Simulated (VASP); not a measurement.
HfBBr2:

```xyz
4
Lattice="4.8430 0.0000 0.0000 -2.4215 4.1942 0.0000 0.0000 0.0000 4.6271" Properties=species:S:1:pos:R:3 pbc="T T T"
Hf    0.0000    0.0000    2.3136
B     0.0000    0.0000    0.0000
Br    0.0000    2.7961    3.1437
Br    2.4215    1.3980    1.4834
```

The cell was built by a generator and needn't be a form met in nature.

- Program: VASP 6.6.1
- Task: single point
- Functional: PBE
- Potentials or basis: VASP PAW PBE potentials, release 64 (Hf_pv, B, Br)
- Cutoff: 520 eV
- k mesh: 6 × 6 × 6
- Occupations: fermi-dirac, width 0.05 eV
- Spin: no spin polarisation

On this cell: pressure -0.5 GPa; largest force 0.022 eV/Å; band gap on the k mesh none (metal or under the smearing width).

The same run follows on a disturbed copy (atoms moved at random, drawn with an rms of 0.05 Å):

```
CELL_PARAMETERS angstrom
4.84303 0.00000 0.00000
-2.42152 4.19419 0.00000
0.00000 0.00000 4.62713
ATOMIC_POSITIONS crystal
Hf 0.00957 0.00223 0.49734
B 0.00711 0.01172 0.99430
Br 0.33333 0.67053 0.67770
Br 0.66095 0.32887 0.32309
```

What changes?

The energy (extrapolated to zero smearing) moves by +0.4 meV/atom; pressure -0.3 GPa; largest force 0.283 eV/Å; band gap on the k mesh none (metal or under the smearing width).

Forces in eV/Å, atoms in the order of the input:
```
Hf   0.036 -0.202 -0.157
B   -0.182  0.105  0.190
Br   0.047 -0.058 -0.003
Br   0.099  0.154 -0.030
```

Stress tensor (GPa, compression positive):
```
-0.44 -0.02 -0.10
-0.02 -0.14 -0.34
-0.10 -0.34 -0.39
```

Caveats: an odd number of electrons without spin polarisation forces a metal; a magnetic or distorted state may lie lower.
